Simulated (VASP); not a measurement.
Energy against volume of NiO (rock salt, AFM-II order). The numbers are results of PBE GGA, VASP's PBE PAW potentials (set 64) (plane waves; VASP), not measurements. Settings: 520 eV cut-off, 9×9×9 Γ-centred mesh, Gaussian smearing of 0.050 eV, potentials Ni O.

```
V (Å³/atom)  E (eV/atom)
-----------  -----------
8.925           -5.86599
9.201           -5.87178
9.477           -5.86745
9.754           -5.85455
```

Task: Fit these four points and predict the energy of the run at 8.649 Å³/atom.

Result: A cubic in V^(−2/3), the third-order Birch-Murnaghan form, passes through the four points with V0 = 9.21 Å³/atom and B0 = 194 GPa, and gives -5.8482 eV/atom there. The run gave -5.8483 eV/atom, -0.1 meV/atom from the fit; all five points give B0 = 194 GPa.

The compound is NiO in the rock salt, AFM-II order structure. It was relaxed first.
